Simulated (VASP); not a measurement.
# Be3ZnSe4 (P-43m) in VASP: a series of runs, part 2 of 2

VASP 6.6.1.

### Step 3. Relaxation of cell and atoms, PBE

This run uses another cell than the first one, of 17.78 Å³/atom, 0.869 times its volume.

Contents of INCAR:

```
SYSTEM = Be3ZnSe4
PREC = Normal
ENCUT = 520
EDIFF = 1E-4
ISMEAR = 0
SIGMA = 0.15
LREAL = .False.
LASPH = .True.
NELM = 60
ALGO = Fast
ISIF = 3
LWAVE = .False.
LCHARG = .False.
GGA = PE
IBRION = 2
NSW = 24
EDIFFG = -0.08
```

Contents of KPOINTS:

```
regular mesh
0
Gamma
  3 3 3
  0 0 0
```

Contents of POSCAR:

```
Be3ZnSe4
1.0
    5.2200000000      0.0000000000      0.0000000000
    0.0000000000      5.2200000000      0.0000000000
    0.0000000000      0.0000000000      5.2200000000
Be Zn Se
3 1 4
Direct
    0.5000000000      0.5000000000      0.0000000000
    0.5000000000      0.0000000000      0.5000000000
    0.0000000000      0.5000000000      0.5000000000
    0.0000000000      0.0000000000      0.0000000000
    0.2620000000      0.7380000000      0.7380000000
    0.7380000000      0.7380000000      0.2620000000
    0.7380000000      0.2620000000      0.7380000000
    0.2620000000      0.2620000000      0.2620000000
```

Potentials or basis: VASP PAW PBE potentials, release 64 (Be, Zn, Se).

The run is started by

```sh
> cat potpaw_PBE.64/Be/POTCAR potpaw_PBE.64/Zn/POTCAR potpaw_PBE.64/Se/POTCAR > POTCAR
> mpirun -np 1 vasp_std > vasp.out
```

Wall time 22 s (1 thread of Intel Xeon Platinum 8488C (Sapphire Rapids), shared host); peak memory 0.17 GiB.

Results (log left out):

```yaml
Free_energy: -32.3665 eV
Relaxed_volume: 18.87 Å³/atom
Relaxed_cell: a = 5.325 Å, b = 5.325 Å, c = 5.325 Å, α = 90.00°, β = 90.00°, γ = 90.00°
Space_group_after_relaxing_to_0.05_Å: P-43m (No. 215)
Energy_gained_by_relaxing: 16.2 meV/atom
Ionic_steps: 3
Pressure_after_relaxing: 0.0 GPa
Largest_force_after_relaxing: 0.006 eV/Å
Band_gap_on_the_k_mesh: 2.75 eV, direct
```

Forces on the atoms (eV/Å):
```
Be   0.000  0.000  0.000
Be   0.000  0.000  0.000
Be   0.000  0.000  0.000
Zn   0.000  0.000  0.000
Se   0.004 -0.004 -0.004
Se  -0.004 -0.004  0.004
Se  -0.004  0.004 -0.004
Se   0.004  0.004  0.004
```

Step by step:
```tsv
step	energy change (eV)	largest force (eV/Å)	pressure (GPa)	volume (Å³)
1	0.0000	0.1888	4.72	142.24
2	-0.1222	0.0322	-1.19	153.30
3	-0.1295	0.0064	0.02	151.00
```

Final structure:
```yaml
crystal:
  lattice:
    - [5.32503, 0.00000, 0.00000]
    - [0.00000, 5.32503, 0.00000]
    - [0.00000, 0.00000, 5.32503]
  atoms:
    - { symbol: Be, position: [0.50000, 0.50000, 0.00000] }
    - { symbol: Be, position: [0.50000, 0.00000, 0.50000] }
    - { symbol: Be, position: [0.00000, 0.50000, 0.50000] }
    - { symbol: Zn, position: [0.00000, 0.00000, 0.00000] }
    - { symbol: Se, position: [0.26281, 0.73719, 0.73719] }
    - { symbol: Se, position: [0.73719, 0.73719, 0.26281] }
    - { symbol: Se, position: [0.73719, 0.26281, 0.73719] }
    - { symbol: Se, position: [0.26281, 0.26281, 0.26281] }
```

Levels at points of the mesh, in eV from the valence-band top:
```tsv
k point	band 19	band 20	band 21	band 22	band 23	band 24
(0.00, 0.00, 0.00)	0.00	0.00	0.00	2.75	2.75	2.75
```

Caveat: an odd mesh through Γ misses points on the zone boundary, where band edges often lie. PBE gaps usually lie below the measured ones, often by a third to a half.

### Step 4. Relaxation of cell and atoms, PBE

This run uses another cell than the first one, of 20.71 Å³/atom, 1.013 times its volume.

INCAR is that of step 3.

KPOINTS is that of step 3.

Contents of POSCAR:

```
Be3ZnSe4
1.0
   -3.4598829000      3.4598829000      3.4598829000
    3.4598829000     -3.4598829000      3.4598829000
    3.4598829000      3.4598829000     -3.4598829000
Be Zn Se
3 1 4
Direct
    0.0000000000      0.5000000000      0.5000000000
    0.5000000000      0.0000000000      0.5000000000
    0.5000000000      0.5000000000      0.0000000000
    0.0000000000      0.0000000000      0.0000000000
    0.5000000000      0.5000000000      0.5000000000
    0.0000000000      0.0000000000      0.5000000000
    0.0000000000      0.5000000000      0.0000000000
    0.5000000000      0.0000000000      0.0000000000
```

The run is started by

```sh
> cat potpaw_PBE.64/Be/POTCAR potpaw_PBE.64/Zn/POTCAR potpaw_PBE.64/Se/POTCAR > POTCAR
> mpirun -np 1 vasp_std > vasp.out
```

It took 31 s on 1 thread of Intel Xeon Platinum 8488C (Sapphire Rapids), shared host; peak memory 0.22 GiB.

It converged, with:

| Item | Value |
| --- | --- |
| Free energy | -22.7421 eV |
| Relaxed volume | 15.87 Å³/atom |
| Relaxed cell | a = 5.484 Å, b = 5.484 Å, c = 5.484 Å, α = 109.47°, β = 109.47°, γ = 109.47° |
| Space group after relaxing (to 0.05 Å) | Im-3m (No. 229) |
| Energy gained by relaxing | 212.4 meV/atom |
| Ionic steps | 3 |
| Pressure after relaxing | -0.1 GPa |
| Band gap on the k mesh | none (metal or under the smearing width) |

Step by step:
| step | energy change (eV) | largest force (eV/Å) | pressure (GPa) | volume (Å³) |
| --- | --- | --- | --- | --- |
| 1 | 0.0000 | 0.0000 | -11.11 | 165.67 |
| 2 | -1.6244 | 0.0000 | -3.51 | 133.57 |
| 3 | -1.6988 | 0.0000 | -0.10 | 126.98 |

Final structure:
```cif
data_structure
_symmetry_space_group_name_H-M 'P 1'
_symmetry_Int_Tables_number 1
_cell_length_a 5.4842
_cell_length_b 5.4842
_cell_length_c 5.4842
_cell_angle_alpha 109.471
_cell_angle_beta 109.471
_cell_angle_gamma 109.471
_cell_volume 126.98
loop_
_atom_site_label
_atom_site_type_symbol
_atom_site_fract_x
_atom_site_fract_y
_atom_site_fract_z
_atom_site_occupancy
Be1 Be 0.00000 0.50000 0.50000 1
Be2 Be 0.50000 0.00000 0.50000 1
Be3 Be 0.50000 0.50000 0.00000 1
Zn1 Zn 0.00000 0.00000 0.00000 1
Se1 Se 0.50000 0.50000 0.50000 1
Se2 Se 0.00000 0.00000 0.50000 1
Se3 Se 0.00000 0.50000 0.00000 1
Se4 Se 0.50000 0.00000 0.00000 1
```

Levels at points of the mesh, in eV from the Fermi level:
```tsv
k point	band 18	band 19	band 20	band 21	band 22	band 23	band 24	band 25
(0.00, 0.00, 0.00)	-1.57	-1.27	-1.27	-1.27	0.22	1.18	1.33	1.33
```

Caveat: the k mesh is coarse (spacing up to 0.43 Å⁻¹), so the values aren't converged; the volume moved by over 15 % at a fixed basis, so the end points are rough.

### Step 5. Relaxation of cell and atoms, PBE

This run uses another cell than the first one, of 16.14 Å³/atom, 0.789 times its volume.

INCAR is that of step 4.

Contents of KPOINTS:

```
regular mesh
0
Gamma
  4 4 2
  0 0 0
```

Contents of POSCAR:

```
Be3ZnSe4
1.0
    3.8522531700      0.0000000000      0.0000000000
   -1.9261265900      3.3361491100      0.0000000000
    0.0000000000      0.0000000000     10.0445650100
Be Zn Se
3 1 4
Direct
    0.0000000000      0.0000000000      0.5000000000
    0.0000000000      0.0000000000      0.2604090000
    0.0000000000      0.0000000000      0.7395910000
    0.0000000000      0.0000000000      0.0000000000
    0.3333333300      0.6666666700      0.8598229900
    0.3333333300      0.6666666700      0.3759129900
    0.6666666700      0.3333333300      0.1401770100
    0.6666666700      0.3333333300      0.6240870100
```

The run is started by

```sh
> cat potpaw_PBE.64/Be/POTCAR potpaw_PBE.64/Zn/POTCAR potpaw_PBE.64/Se/POTCAR > POTCAR
> mpirun -np 1 vasp_std > vasp.out
```

It took 69 s on 1 thread of Intel Xeon Platinum 8488C (Sapphire Rapids), shared host; peak memory 0.19 GiB.

Results (log left out):

```yaml
Free_energy: -28.5391 eV
Relaxed_volume: 16.10 Å³/atom
Relaxed_cell: a = 3.612 Å, b = 3.612 Å, c = 11.403 Å, α = 90.00°, β = 90.00°, γ = 120.00°
Space_group_after_relaxing_to_0.05_Å: P-3m1 (No. 164)
Energy_gained_by_relaxing: 106.0 meV/atom
Ionic_steps: 9
Pressure_after_relaxing: 0.0 GPa
Largest_force_after_relaxing: 0.034 eV/Å
Band_gap_on_the_k_mesh: 0.70 eV, indirect (least direct gap 1.69 eV)
```

Forces on the atoms (eV/Å):
```
Be   0.000  0.000  0.000
Be   0.000  0.000  0.019
Be   0.000  0.000 -0.019
Zn   0.000  0.000  0.000
Se   0.000  0.000 -0.006
Se   0.000  0.000  0.034
Se   0.000  0.000  0.006
Se   0.000  0.000 -0.034
```

Stress tensor (GPa, compression positive):
```
 0.00  0.00  0.00
 0.00  0.00  0.00
 0.00  0.00 -0.14
```

Step by step:
```tsv
step	energy change (eV)	largest force (eV/Å)	pressure (GPa)	volume (Å³)
1	0.0000	0.4180	0.18	129.09
2	-0.4265	0.2593	0.27	129.25
3	-0.7058	0.3612	0.86	127.70
4	-0.8315	0.2548	0.57	128.70
5	-0.8379	0.2672	0.26	128.55
6	-0.8376	0.2682	0.38	128.51
7	-0.8458	0.1038	-0.34	129.55
8	-0.8459	0.0810	-0.39	129.67
9	-0.8480	0.0340	-0.05	128.81
```

Final structure:
```
Be Zn Se
1.0
     3.61152    0.00000    0.00000
    -1.80576    3.12767    0.00000
     0.00000    0.00000   11.40324
Be Zn Se
3 1 4
Direct
  0.00000 0.00000 0.50000
  0.00000 0.00000 0.25900
  0.00000 0.00000 0.74100
  0.00000 0.00000 0.00000
  0.33333 0.66667 0.85579
  0.33333 0.66667 0.38083
  0.66667 0.33333 0.14421
  0.66667 0.33333 0.61917
```

Levels at points of the mesh, in eV from the valence-band top:
```csv
k point,band 19,band 20,band 21,band 22,band 23,band 24
"(0.00, 0.00, 0.00)",-0.61,-0.61,0.00,1.87,2.20,2.70
"(0.50, 0.00, 0.00)",-2.08,-2.06,-0.53,1.53,2.19,2.56
"(0.00, 0.00, 0.50)",-0.84,-0.61,-0.61,2.24,2.57,2.59
"(0.50, 0.00, 0.50)",-1.83,-1.33,-1.05,0.94,1.59,2.75
```

Caveat: the k mesh is coarse (spacing up to 0.47 Å⁻¹), so the values aren't converged.

### Step 6. Overview

```tsv
k mesh	mesh quality	gap on the mesh (eV)	pressure (GPa)	relaxed volume (Å³/atom)	largest force (eV/Å)
3 × 3 × 3	not flagged	2.75	0.0	18.87	0.01
3 × 3 × 3	coarse	none	-0.1	15.87	-
4 × 4 × 2	coarse	0.70	0.0	16.10	0.03
```

Alike in all rows: task relaxation of cell and atoms; level PBE; potentials or basis VASP PAW PBE potentials, release 64 (Be, Zn, Se); no spin polarisation; cell relaxed; cutoff (eV) 520; smearing gaussian 0.15 eV.

Caveats: some runs use coarse meshes; an odd mesh through Γ misses points on the zone boundary, where band edges often lie (some runs); the volume moved by over 15 % at a fixed basis, so the end points are rough (some runs).

Total energies depend on the potentials used, so only differences within one code and one set of settings carry meaning.
